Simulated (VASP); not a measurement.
These are optB88-vdW, VASP's PBE PAW potentials (set 64) (plane waves; VASP) values and carry that method's errors.

The input files of a VASP run:

KPOINTS:
```
kpoints
0
Gamma
  10 10 10
```

INCAR:
```
# general
SYSTEM  =Ca
PREC    =Accurate
ENCUT   =520
LREAL   =.False.
LASPH   =.True.

# electronic loop
EDIFF   =1E-6
NELM    =100   # most electronic steps
ALGO    =Normal   # blocked Davidson

# smearing
ISMEAR  =1
SIGMA   =0.1   # width (eV)

# functional
GGA     =BO
LUSE_VDW=.True.
AGGAC   =0.0
PARAM1  =0.1833333333
PARAM2  =0.22

# ions
IBRION  =2
NSW     =60   # most ionic steps
ISIF    =3   # ions, shape and volume
EDIFFG  =-0.01   # ionic stop

# output
LWAVE   =.False.
LCHARG  =.False.
```

POSCAR:
```
Ca
1
    0.0000000000     2.7258021642     2.7258021642
    2.7258021642    -0.0000000000     2.7258021642
    2.7258021642     2.7258021642    -0.0000000000
Ca
1
Direct
  0.0000000000   0.0000000000   0.0000000000
```

POTCAR, in this order: Ca_sv (PBE.64 set). Program: vasp_std.

The resulting files:

### OUTCAR
```
 ion  position               nearest neighbor table
   1  0.000  0.000  0.000-
  LATTYP: Found a face centered cubic cell.
 ALAT       =     5.4516043284
 Subroutine PRICEL returns:
 Original cell was already a primitive cell.
 Subroutine GETGRP returns: Found 48 space group operations
The static configuration has the point symmetry O_h .
The dynamic configuration has the point symmetry O_h .
 Subroutine INISYM returns: Found 48 space group operations
 Subroutine IBZKPT returns following result:
 Found     47 irreducible k-points:

 Following reciprocal coordinates:
            Coordinates               Weight
  0.000000  0.000000  0.000000      1.000000
  0.100000  0.000000  0.000000      8.000000
  0.200000  0.000000  0.000000      8.000000
  0.300000  0.000000  0.000000      8.000000
  0.400000  0.000000  0.000000      8.000000
  0.500000  0.000000  0.000000      4.000000
  0.100000  0.100000  0.000000      6.000000
  0.200000  0.100000  0.000000     24.000000
  0.300000  0.100000  0.000000     24.000000
  0.400000  0.100000  0.000000     24.000000
  0.500000  0.100000  0.000000     24.000000
 -0.400000  0.100000  0.000000     24.000000
 -0.300000  0.100000  0.000000     24.000000
 -0.200000  0.100000  0.000000     24.000000
 -0.100000  0.100000  0.000000     12.000000
  0.200000  0.200000  0.000000      6.000000
  0.300000  0.200000  0.000000     24.000000
  0.400000  0.200000  0.000000     24.000000
  0.500000  0.200000  0.000000     24.000000
 -0.400000  0.200000  0.000000     24.000000
 -0.300000  0.200000  0.000000     24.000000
 -0.200000  0.200000  0.000000     12.000000
  0.300000  0.300000  0.000000      6.000000
  0.400000  0.300000  0.000000     24.000000
  0.500000  0.300000  0.000000     24.000000
 -0.400000  0.300000  0.000000     24.000000
 -0.300000  0.300000  0.000000     12.000000
  0.400000  0.400000  0.000000      6.000000
  0.500000  0.400000  0.000000     24.000000
 -0.400000  0.400000  0.000000     12.000000
  0.500000  0.500000  0.000000      3.000000
  0.300000  0.200000  0.100000     24.000000
  0.400000  0.200000  0.100000     48.000000
  0.500000  0.200000  0.100000     48.000000
 -0.400000  0.200000  0.100000     24.000000
  0.400000  0.300000  0.100000     24.000000
  0.500000  0.300000  0.100000     48.000000
 -0.400000  0.300000  0.100000     48.000000
 -0.300000  0.300000  0.100000     48.000000
 -0.200000  0.300000  0.100000     24.000000
   k-points           NKPTS =     47   k-points in BZ     NKDIM =     47   number of bands    NBANDS=      9
   number of dos      NEDOS =    301   number of ions     NIONS =      1
   total plane-waves  NPLWV =  27000
   dimension x,y,z NGX =    30 NGY =   30 NGZ =   30
   dimension x,y,z NGXF=    60 NGYF=   60 NGZF=   60
   ions per type =               1
   PREC   = accura    normal or accurate (medium, high low for compatibility)
   ISTART =      0    job   : 0-new  1-cont  2-samecut
   ICHARG =      2    charge: 1-file 2-atom 10-const
   ISPIN  =      1    spin polarized calculation?
   LNONCOLLINEAR =      F non collinear calculations
   LSORBIT =      F    spin-orbit coupling
   INIWAV =      1    electr: 0-lowe 1-rand  2-diag
   ENCUT  =  520.0 eV  38.22 Ry    6.18 a.u.   7.17  7.17  7.17*2*pi/ulx,y,z
   NELM   =    100;   NELMIN=  2; NELMDL= -5     # of ELM steps
   EDIFF  = 0.1E-05   stopping-criterion for ELM
   LREAL  =      F    real-space projection
   NLSPLINE    = F    spline interpolate recip. space projectors
   LMAXMIX     =    2 max onsite mixed and CHGCAR
   VOSKOWN=      0    Vosko Wilk Nusair interpolation
...
```

OSZICAR:
```
       N       E                     dE             d eps       ncg     rms          rms(c)
DAV:   1     0.663081250456E+02    0.66308E+02   -0.51033E+03   846   0.100E+03
DAV:   2     0.192795967008E+01   -0.64380E+02   -0.64139E+02   879   0.229E+02
DAV:   3     0.632892572499E+00   -0.12951E+01   -0.12864E+01  1276   0.345E+01
DAV:   4     0.557942885562E+00   -0.74950E-01   -0.74847E-01  1252   0.573E+00
DAV:   5     0.556703900489E+00   -0.12390E-02   -0.12385E-02  1381   0.589E-01    0.194E+00
DAV:   6     0.565251355846E+00    0.85475E-02   -0.22080E-02  1107   0.157E+00    0.122E+00
DAV:   7     0.562817268507E+00   -0.24341E-02   -0.29475E-02   982   0.185E+00    0.126E-01
DAV:   8     0.563202778446E+00    0.38551E-03   -0.31914E-03  1013   0.643E-01    0.341E-02
DAV:   9     0.563057297024E+00   -0.14548E-03   -0.51313E-04  1258   0.154E-01    0.270E-02
DAV:  10     0.563068272557E+00    0.10976E-04   -0.64542E-05  1116   0.937E-02    0.266E-03
DAV:  11     0.563069075323E+00    0.80277E-06   -0.32598E-06  1269   0.159E-02
   1 F= 0.56306908E+00 E0= 0.56339780E+00  d E =0.563069E+00
```

OUTCAR:
```
------------------------ aborting loop because EDIFF is reached ----------------------------------------
  FORCE on cell =-STRESS in cart. coord.  units (eV):
  Direction    XX          YY          ZZ          XY          YZ          ZX
  --------------------------------------------------------------------------------------
  Total       -0.0077774     -0.0077774     -0.0077774     -0.0000000      0.0000000     -0.0000000
  in kB       -0.3076337     -0.3076337     -0.3076337     -0.0000000      0.0000000     -0.0000000
  external PRESSURE =      -0.3076337 kB  Pullay stress =       0.0000000 kB
  volume of cell :       40.51
      direct lattice vectors                 reciprocal lattice vectors
     0.000000000  2.725802164  2.725802164    -0.183432241  0.183432241  0.183432241
     2.725802164  0.000000000  2.725802164     0.183432241 -0.183432241  0.183432241
     2.725802164  2.725802164  0.000000000     0.183432241  0.183432241 -0.183432241
 POSITION                                       TOTAL-FORCE (eV/Angst)
 -----------------------------------------------------------------------------------
      0.00000      0.00000      0.00000         0.000000      0.000000      0.000000
 -----------------------------------------------------------------------------------
    total drift:                               -0.000000     -0.000000     -0.000000
  FREE ENERGIE OF THE ION-ELECTRON SYSTEM (eV)
  ---------------------------------------------------
  free  energy   TOTEN  =         0.5630690753 eV

  energy  without entropy=        0.5640552511  energy(sigma->0) =        0.56339780

 reached required accuracy - stopping structural energy minimisation
```
(Selected blocks of OUTCAR.)

The compound is Ca in the fcc structure. It was relaxed first, which changed the volume by -7 %. The start is the result of an earlier pass.
